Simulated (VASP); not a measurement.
Here is a VASP 6.6.1 calculation.

Contents of POSCAR:

```
CeZn2Ni
1.0
    3.8643900000      0.0000000000      0.0000000000
    0.0000000000      3.8643900000      0.0000000000
    0.0000000000      0.0000000000      4.9192680000
Ce Zn Ni
1 2 1
Direct
    0.0000000000      0.0000000000      0.0000000000
    0.0000000000      0.5000000000      0.5000000000
    0.5000000000      0.0000000000      0.5000000000
    0.5000000000      0.5000000000      0.0000000000
```

The input INCAR.step1:

```
  PREC = Accurate
  ENCUT = 520
  EDIFF = 1E-6
  ISMEAR = -1
  SIGMA = 0.05
  LREAL = F
  LASPH = T
  NELM = 100
  ALGO = Normal
  ISIF = 2
  LWAVE = F
  LCHARG = T
  ISPIN = 2
  MAGMOM = 1 0 0 1
  LORBIT = 11
  LMAXMIX = 6
  GGA = AM
```

The input KPOINTS.step1:

```
Automatic mesh
0
Gamma
  5 5 5
```

File INCAR.step2:

```
  PREC = Accurate
  ENCUT = 520
  EDIFF = 1E-6
  ISMEAR = 0
  SIGMA = 0.05
  LREAL = F
  LASPH = T
  NELM = 100
  ALGO = Normal
  ISIF = 2
  LWAVE = F
  LCHARG = F
  ISPIN = 2
  MAGMOM = 1 0 0 1
  LORBIT = 11
  LMAXMIX = 6
  GGA = AM
  ICHARG = 11
```

Contents of KPOINTS.step2:

```
path GXMGZRAZ,XR,MA
15
line-mode
reciprocal
 0.0000000000  0.0000000000  0.0000000000  G
 0.0000000000  0.5000000000  0.0000000000  X

 0.0000000000  0.5000000000  0.0000000000  X
 0.5000000000  0.5000000000  0.0000000000  M

 0.5000000000  0.5000000000  0.0000000000  M
 0.0000000000  0.0000000000  0.0000000000  G

 0.0000000000  0.0000000000  0.0000000000  G
 0.0000000000  0.0000000000  0.5000000000  Z

 0.0000000000  0.0000000000  0.5000000000  Z
 0.0000000000  0.5000000000  0.5000000000  R

 0.0000000000  0.5000000000  0.5000000000  R
 0.5000000000  0.5000000000  0.5000000000  A

 0.5000000000  0.5000000000  0.5000000000  A
 0.0000000000  0.0000000000  0.5000000000  Z

 0.0000000000  0.5000000000  0.0000000000  X
 0.0000000000  0.5000000000  0.5000000000  R

 0.5000000000  0.5000000000  0.0000000000  M
 0.5000000000  0.5000000000  0.5000000000  A
```

Potentials or basis: VASP PAW PBE potentials, release 64 (Ce, Zn, Ni).

Launch:

```sh
$ cat potpaw_PBE.64/Ce/POTCAR potpaw_PBE.64/Zn/POTCAR potpaw_PBE.64/Ni/POTCAR > POTCAR
$ cp INCAR.step1 INCAR
$ cp KPOINTS.step1 KPOINTS
$ mpirun -np 1 vasp_std > vasp.out
$ cp INCAR.step2 INCAR
$ cp KPOINTS.step2 KPOINTS
$ mpirun -np 1 vasp_std > vasp.out
```

(1) Estimate the net moment.

(2) Estimate the band gap along the path.

Answers

(1) -0.10 μB per cell.

(2) none (metal or under the smearing width).

Caveat: the magnetic or orbital state may not be the lowest; spin-orbit coupling is left out, which moves the levels of the heavy elements; without U or exact exchange the open f shell lies at the Fermi level, which spoils levels, moments and volumes.
